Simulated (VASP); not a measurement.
These are HSE06 screened hybrid, VASP's PBE PAW potentials (set 64) (plane waves; VASP) values and carry that method's errors.

VASP ran on this input.

### KPOINTS
```
Automatic
0
G
  1 1 1
0 0 0
```

INCAR:
```
SYSTEM  =  BiSi62
PREC  =  Normal; ENCUT  =  400; LREAL  =  Auto
LASPH  =  .TRUE.; ISYM  =  0; NELECT  =  254.0
EDIFF  =  1E-5; NELM  =  50; NELMIN  =  4
ALGO  =  Normal; LMAXMIX  =  4
ISMEAR  =  0; SIGMA  =  0.05
GGA  =  PE; LHFCALC  =  .TRUE.; AEXX  =  0.25
HFSCREEN  =  0.2; PRECFOCK  =  Fast
ISIF  =  0
LWAVE  =  .FALSE.; LCHARG  =  .FALSE.
```

### POSCAR
```
BiSi62
1
   10.9370747004     0.0000000000     0.0000000000
    0.0000000000    10.9370747004     0.0000000000
    0.0000000000     0.0000000000    10.9370747004
Si Bi
62 1
Direct
  0.5000283346   0.0006436998   0.0002644259
  0.6209594755   0.1289353197   0.1288219348
  0.7473813494   0.2526036295   0.0035047968
  0.8710849161   0.3790162269   0.1287710412
  0.7474520504   0.0037000122   0.2525824718
  0.8702892067   0.1296792507   0.3792379098
  0.9991670837   0.0007910112   0.0007146277
  0.1215534542   0.1269017286   0.1269178029
  0.2475796454   0.2502718246   0.0003117938
  0.3721630921   0.3763642158   0.1243714957
  0.4990642780   0.5008641112   0.0008059723
  0.6235685868   0.6278040893   0.1243576312
  0.7496571780   0.7524066427   0.0002813710
  0.8729903284   0.8784232471   0.1269001723
  0.2479064866   0.0001750382   0.2498203396
  0.3720698122   0.1244304269   0.3763252368
  0.4907411098   0.2515774199   0.2514827608
  0.7485100891   0.5092783745   0.2514310186
  0.8755493488   0.6280028756   0.3762668645
  0.4991419519   0.0009030445   0.5008182552
  0.6236169350   0.1243279756   0.6279158553
  0.7474187317   0.2525554117   0.5095183920
  0.8756424809   0.3763640365   0.6279053305
  0.7501524192   0.0001094716   0.7521027552
  0.8729787726   0.1269906963   0.8783535231
  0.9993281768   0.4999559977   0.0002601074
  0.1225872999   0.6264715415   0.1239573855
  0.2499795300   0.7500152307   0.9988936194
  0.3735489905   0.8773766078   0.1239463634
  0.9962856347   0.2525374306   0.2525805422
  0.1237896689   0.3761199018   0.3760154075
  0.2468381663   0.5010021463   0.2487694153
  0.3744343473   0.6255171784   0.3666819819
  0.4989657391   0.7531456542   0.2487937691
  0.6238853546   0.8762181126   0.3760317782
  0.9991243642   0.0008276162   0.4995811663
  0.1225119851   0.1239989106   0.6264894495
  0.2467780943   0.2488478333   0.5009424188
  0.3750338625   0.3665621032   0.6248638097
  0.6333527554   0.6249912076   0.6249085822
  0.7511157530   0.7532049887   0.5009518109
  0.8759957883   0.8774442339   0.6264810228
  0.2500693536   0.9988909304   0.7499231174
  0.3731116903   0.1243888632   0.8774900726
  0.4989967211   0.2487550924   0.7531290439
  0.6238837310   0.3760683749   0.8761575276
  0.7511894471   0.5009962186   0.7531193427
  0.8755634114   0.6268682714   0.8774990674
  0.9997821873   0.7521451099   0.2497792408
  0.1246709297   0.8752695524   0.3754197861
  0.9990377052   0.5008693300   0.5007845054
  0.1263649064   0.6244288505   0.6241925088
  0.2522859776   0.7476312740   0.4980369840
  0.3755763701   0.8735864834   0.6242293504
  0.9998452652   0.2498729636   0.7520682801
  0.1249658954   0.3758512787   0.8748046492
  0.2528508132   0.4982083488   0.7469396646
  0.3754706038   0.6244296667   0.8735046479
  0.5017120415   0.7471787154   0.7469584640
  0.6241346801   0.8750369505   0.8747994566
  0.0010979566   0.7499272395   0.7499315980
  0.1243711768   0.8756226035   0.8755750920
  0.5581065087   0.4418574065   0.4421821916
```

POTCAR, in this order: Si Bi (PBE.64 set). Program: vasp_gam. Read from the step before: WAVECAR.

What VASP printed:

**OSZICAR**
```
       N       E                     dE             d eps       ncg     rms          rms(c)
DAV:   1    -0.379107065682E+03   -0.37911E+03   -0.12380E+01   328   0.799E+00    0.193E+01
DAV:   2    -0.379217078942E+03   -0.11001E+00   -0.34783E-01   368   0.120E+00    0.125E+01
DAV:   3    -0.379204265766E+03    0.12813E-01   -0.21467E-02   368   0.285E-01    0.737E+00
DAV:   4    -0.379199285515E+03    0.49803E-02   -0.88995E-03   352   0.183E-01    0.427E+00
DAV:   5    -0.379197856574E+03    0.14289E-02   -0.11466E-02   344   0.204E-01    0.248E+00
DAV:   6    -0.379195652905E+03    0.22037E-02   -0.14631E-02   344   0.227E-01    0.142E+00
DAV:   7    -0.379193798785E+03    0.18541E-02   -0.10801E-02   352   0.186E-01    0.775E-01
DAV:   8    -0.379194556786E+03   -0.75800E-03   -0.40102E-03   352   0.896E-02    0.453E-01
DAV:   9    -0.379196340792E+03   -0.17840E-02   -0.71067E-03   352   0.873E-02    0.343E-01
DAV:  10    -0.379197457374E+03   -0.11166E-02   -0.25297E-02   344   0.176E-01    0.349E-01
DAV:  11    -0.379198664608E+03   -0.12072E-02   -0.37979E-02   344   0.236E-01    0.383E-01
DAV:  12    -0.379200811019E+03   -0.21464E-02   -0.27523E-02   352   0.263E-01    0.394E-01
DAV:  13    -0.379201017613E+03   -0.20659E-03   -0.20392E-02   336   0.263E-01    0.307E-01
DAV:  14    -0.379201523162E+03   -0.50555E-03   -0.23582E-02   352   0.199E-01    0.208E-01
DAV:  15    -0.379205901444E+03   -0.43783E-02   -0.31228E-02   352   0.121E-01    0.289E-01
DAV:  16    -0.379207342569E+03   -0.14411E-02   -0.30702E-02   336   0.208E-01    0.349E-01
DAV:  17    -0.379203134719E+03    0.42079E-02   -0.21514E-02   344   0.274E-01    0.245E-01
DAV:  18    -0.379202336360E+03    0.79836E-03   -0.18943E-02   352   0.205E-01    0.126E-01
DAV:  19    -0.379206176062E+03   -0.38397E-02   -0.24234E-02   344   0.940E-02    0.254E-01
DAV:  20    -0.379207158306E+03   -0.98224E-03   -0.26794E-02   344   0.194E-01    0.323E-01
DAV:  21    -0.379203367506E+03    0.37908E-02   -0.19864E-02   344   0.260E-01    0.230E-01
DAV:  22    -0.379202538824E+03    0.82868E-03   -0.16804E-02   360   0.195E-01    0.112E-01
DAV:  23    -0.379206152414E+03   -0.36136E-02   -0.22822E-02   352   0.888E-02    0.243E-01
DAV:  24    -0.379207025520E+03   -0.87311E-03   -0.24370E-02   336   0.186E-01    0.309E-01
DAV:  25    -0.379203362316E+03    0.36632E-02   -0.18138E-02   352   0.250E-01    0.214E-01
DAV:  26    -0.379202845666E+03    0.51665E-03   -0.15549E-02   360   0.183E-01    0.108E-01
DAV:  27    -0.379206101753E+03   -0.32561E-02   -0.20541E-02   344   0.848E-02    0.235E-01
DAV:  28    -0.379206761558E+03   -0.65980E-03   -0.22355E-02   344   0.180E-01    0.296E-01
DAV:  29    -0.379203438500E+03    0.33231E-02   -0.16477E-02   344   0.239E-01    0.204E-01
DAV:  30    -0.379202983472E+03    0.45503E-03   -0.14585E-02   360   0.174E-01    0.105E-01
DAV:  31    -0.379206138190E+03   -0.31547E-02   -0.19906E-02   352   0.821E-02    0.231E-01
DAV:  32    -0.379206616378E+03   -0.47819E-03   -0.20809E-02   336   0.178E-01    0.286E-01
DAV:  33    -0.379203439314E+03    0.31771E-02   -0.15332E-02   352   0.232E-01    0.192E-01
DAV:  34    -0.379203232758E+03    0.20656E-03   -0.13546E-02   360   0.164E-01    0.104E-01
DAV:  35    -0.379206082666E+03   -0.28499E-02   -0.18123E-02   352   0.798E-02    0.224E-01
DAV:  36    -0.379206397010E+03   -0.31434E-03   -0.19176E-02   344   0.174E-01    0.274E-01
DAV:  37    -0.379203501744E+03    0.28953E-02   -0.14004E-02   352   0.222E-01    0.182E-01
DAV:  38    -0.379203367724E+03    0.13402E-03   -0.12753E-02   360   0.156E-01    0.102E-01
DAV:  39    -0.379206110074E+03   -0.27424E-02   -0.17466E-02   360   0.779E-02    0.221E-01
DAV:  40    -0.379206250758E+03   -0.14068E-03   -0.17761E-02   336   0.172E-01    0.264E-01
DAV:  41    -0.379203513366E+03    0.27374E-02   -0.12982E-02   344   0.214E-01    0.169E-01
DAV:  42    -0.379203590403E+03   -0.77037E-04   -0.11841E-02   360   0.146E-01    0.101E-01
DAV:  43    -0.379206053882E+03   -0.24635E-02   -0.15926E-02   352   0.762E-02    0.214E-01
DAV:  44    -0.379206064653E+03   -0.10770E-04   -0.16319E-02   336   0.167E-01    0.252E-01
DAV:  45    -0.379203571322E+03    0.24933E-02   -0.11788E-02   344   0.205E-01    0.160E-01
DAV:  46    -0.379203714479E+03   -0.14316E-03   -0.11180E-02   360   0.138E-01    0.999E-02
DAV:  47    -0.379206071181E+03   -0.23567E-02   -0.15295E-02   352   0.750E-02    0.212E-01
DAV:  48    -0.379205926547E+03    0.14463E-03   -0.15070E-02   336   0.165E-01    0.242E-01
DAV:  49    -0.379203596299E+03    0.23302E-02   -0.10926E-02   344   0.198E-01    0.148E-01
DAV:  50    -0.379203905447E+03   -0.30915E-03   -0.10359E-02   352   0.128E-01
   1 F= -.37920391E+03 E0= -.37919856E+03  d E =-.106976E-01
```

OUTCAR:
```
------------------------ aborting loop EDIFF was not reached (unconverged)  ----------------------------
  volume of cell :     1308.29
      direct lattice vectors                 reciprocal lattice vectors
    10.937074700  0.000000000  0.000000000     0.091432127  0.000000000  0.000000000
     0.000000000 10.937074700  0.000000000     0.000000000  0.091432127  0.000000000
     0.000000000  0.000000000 10.937074700     0.000000000  0.000000000  0.091432127
 POSITION                                       TOTAL-FORCE (eV/Angst)
 -----------------------------------------------------------------------------------
      5.46885      0.00704      0.00289        -0.225082     -0.003932     -0.030907
      6.79148      1.41018      1.40894         0.038712      0.013936      0.043491
      8.17417      2.76274      0.03833         0.054325     -0.019858      0.001744
      9.52712      4.14533      1.40838         0.027966      0.030551      0.041638
      8.17494      0.04047      2.76251         0.044640      0.004421     -0.013258
      9.51842      1.41831      4.14775         0.049896     -0.000549      0.055981
     10.92797      0.00865      0.00782        -0.094073      0.018769     -0.003936
      1.32944      1.38793      1.38811         0.058471      0.032423      0.045714
      2.70780      2.73724      0.00341        -0.028420     -0.080723     -0.005758
      4.07038      4.11632      1.36026         0.004450      0.048268      0.157490
      5.45830      5.47799      0.00881        -0.001543      0.018285     -0.005769
      6.82002      6.86634      1.36011         0.215736      0.038095     -0.041579
      8.19906      8.22913      0.00308        -0.116996     -0.036868     -0.009149
      9.54796      9.60738      1.38792         0.018845     -0.030014      0.025794
      2.71137      0.00191      2.73230        -0.037525      0.013696     -0.102560
      4.06936      1.36090      4.11590         0.006050      0.143570      0.061583
      5.36727      2.75152      2.75049        -0.040793     -0.189414     -0.222770
      8.18651      5.57002      2.74992        -0.152113      0.006503     -0.015396
      9.57595      6.86851      4.11526         0.001977      0.060268     -0.025567
      5.45915      0.00988      5.47749        -0.002413      0.007755      0.023783
      6.82055      1.35978      6.86756         0.249657     -0.098754      0.075703
      8.17457      2.76222      5.57264        -0.192027      0.053539     -0.022730
      9.57697      4.11632      6.86745         0.033244     -0.074462      0.089677
      8.20447      0.00120      8.22580        -0.164584     -0.009814     -0.043977
      9.54783      1.38891      9.60662         0.030079      0.003388     -0.030175
     10.92973      5.46806      0.00284        -0.117329     -0.025975     -0.024444
      1.34075      6.85177      1.35573         0.044399     -0.056479      0.026309
      2.73404      8.20297     10.92497        -0.020599     -0.013690      0.006566
      4.08553      9.59593      1.35561         0.135446     -0.006847      0.057225
     10.89645      2.76202      2.76249        -0.021172      0.007493      0.006929
      1.35390      4.11365      4.11251         0.017691     -0.013120     -0.026049
      2.69969      5.47950      2.72081        -0.029178      0.053634     -0.078660
      4.09522      6.84133      4.01043         0.176043     -0.074261      0.033842
      5.45723      8.23721      2.72108        -0.204537      0.070814     -0.032392
      6.82348      9.58326      4.11269        -0.002606     -0.004121     -0.037920
     10.92750      0.00905      5.46396        -0.124033      0.010402     -0.117142
      1.33992      1.35619      6.85196         0.059414     -0.001846     -0.000514
      2.69903      2.72167      5.47884        -0.001625     -0.078593      0.000205
      4.10177      4.00912      6.83418         0.149005      0.033455     -0.016296
      6.92703      6.83558      6.83467        -0.013385      0.149331      0.192850
      8.21501      8.23786      5.47895         0.041832     -0.123591     -0.071726
      9.58083      9.59667      6.85187         0.035945     -0.031661      0.072719
      2.73503     10.92494      8.20197        -0.020691      0.021332     -0.025122
      4.08075      1.36045      9.59717         0.105447      0.043384     -0.021767
      5.45756      2.72065      8.23703        -0.168434     -0.018666      0.034528
      6.82346      4.11309      9.58260        -0.006317     -0.016074     -0.010021
      8.21582      5.47943      8.23692         0.024967     -0.047562     -0.129251
      9.57610      6.85611      9.59727         0.030824      0.049464     -0.030614
     10.93469      8.22627      2.73185        -0.055350      0.009847     -0.001277
      1.36354      9.57289      4.10599         0.106237      0.005715      0.159407
     10.92655      5.47805      5.47712        -0.037030      0.000845      0.006575
      1.38206      6.82942      6.82684         0.031184     -0.001789      0.009811
      2.75927      8.17690      5.44707        -0.049201      0.021670     -0.077649
      4.10771      9.55448      6.82724        -0.050436     -0.018230      0.013935
     10.93538      2.73288      8.22543        -0.039402      0.063538     -0.002011
      1.36676      4.11071      9.56780         0.101939      0.055685      0.023969
      2.76545      5.44894      8.16933        -0.050060     -0.037192     -0.003670
      4.10655      6.82943      9.55359        -0.034049      0.014734     -0.028779
      5.48726      8.17195      8.16954        -0.019131      0.000433     -0.001016
      6.82621      9.57034      9.56775         0.209773      0.021231      0.038517
      0.01201      8.20201      8.20206        -0.060805     -0.019773     -0.030832
      1.36026      9.57675      9.57623         0.073161     -0.005117      0.010014
      6.10405      4.83263      4.83618         0.003578      0.012506      0.024684
 -----------------------------------------------------------------------------------
    total drift:                               -0.011674      0.005148      0.014107
  FREE ENERGIE OF THE ION-ELECTRON SYSTEM (eV)
  ---------------------------------------------------
  free  energy   TOTEN  =      -379.2039054473 eV

  energy  without entropy=     -379.1932078486  energy(sigma->0) =     -379.19855665

  exchange ACFDT corr.  =         0.00000000  see jH, gK, PRB 81, 115126
```
(Selected blocks of OUTCAR.)

stdout:
```
...
DAV:  31    -0.379206138190E+03   -0.31547E-02   -0.19906E-02   352   0.821E-02    0.231E-01
DAV:  32    -0.379206616378E+03   -0.47819E-03   -0.20809E-02   336   0.178E-01    0.286E-01
DAV:  33    -0.379203439314E+03    0.31771E-02   -0.15332E-02   352   0.232E-01    0.192E-01
DAV:  34    -0.379203232758E+03    0.20656E-03   -0.13546E-02   360   0.164E-01    0.104E-01
DAV:  35    -0.379206082666E+03   -0.28499E-02   -0.18123E-02   352   0.798E-02    0.224E-01
DAV:  36    -0.379206397010E+03   -0.31434E-03   -0.19176E-02   344   0.174E-01    0.274E-01
DAV:  37    -0.379203501744E+03    0.28953E-02   -0.14004E-02   352   0.222E-01    0.182E-01
DAV:  38    -0.379203367724E+03    0.13402E-03   -0.12753E-02   360   0.156E-01    0.102E-01
DAV:  39    -0.379206110074E+03   -0.27424E-02   -0.17466E-02   360   0.779E-02    0.221E-01
DAV:  40    -0.379206250758E+03   -0.14068E-03   -0.17761E-02   336   0.172E-01    0.264E-01
DAV:  41    -0.379203513366E+03    0.27374E-02   -0.12982E-02   344   0.214E-01    0.169E-01
DAV:  42    -0.379203590403E+03   -0.77037E-04   -0.11841E-02   360   0.146E-01    0.101E-01
DAV:  43    -0.379206053882E+03   -0.24635E-02   -0.15926E-02   352   0.762E-02    0.214E-01
DAV:  44    -0.379206064653E+03   -0.10770E-04   -0.16319E-02   336   0.167E-01    0.252E-01
DAV:  45    -0.379203571322E+03    0.24933E-02   -0.11788E-02   344   0.205E-01    0.160E-01
DAV:  46    -0.379203714479E+03   -0.14316E-03   -0.11180E-02   360   0.138E-01    0.999E-02
DAV:  47    -0.379206071181E+03   -0.23567E-02   -0.15295E-02   352   0.750E-02    0.212E-01
DAV:  48    -0.379205926547E+03    0.14463E-03   -0.15070E-02   336   0.165E-01    0.242E-01
DAV:  49    -0.379203596299E+03    0.23302E-02   -0.10926E-02   344   0.198E-01    0.148E-01
DAV:  50    -0.379203905447E+03   -0.30915E-03   -0.10359E-02   352   0.128E-01

 -----------------------------------------------------------------------------
|                                                                             |
|           W    W    AA    RRRRR   N    N  II  N    N   GGGG   !!!           |
|           W    W   A  A   R    R  NN   N  II  NN   N  G    G  !!!           |
|           W    W  A    A  R    R  N N  N  II  N N  N  G       !!!           |
|           W WW W  AAAAAA  RRRRR   N  N N  II  N  N N  G  GGG   !            |
|           WW  WW  A    A  R   R   N   NN  II  N   NN  G    G                |
|           W    W  A    A  R    R  N    N  II  N    N   GGGG   !!!           |
|                                                                             |
|     The electronic self-consistency was not achieved in the given           |
|     number of steps (NELM). The forces and other quantities evaluated       |
|     might not be reliable so examine the results carefully. If you find     |
|     spurious results, we suggest increasing NELM, if you were close to      |
|     convergence or switching to a different ALGO or adjusting the           |
|     density mixing parameters otherwise.                                    |
|                                                                             |
 -----------------------------------------------------------------------------

   1 F= -.37920391E+03 E0= -.37919856E+03  d E =-.106976E-01
```

The run did not converge; its last values are not results.

The cell is charged, with a uniform compensating background. The supercell is sampled at Γ alone, which is coarse: total energies, pressure and levels can be off, energies of defects by several tenths of an eV.

The cell is a supercell with a defect, built from Si (diamond): Bi_Si-vac_Si, charge -1. The cell's shape comes from a PBE relaxation. The run is not spin-polarised, so no state with unpaired spins was tried.
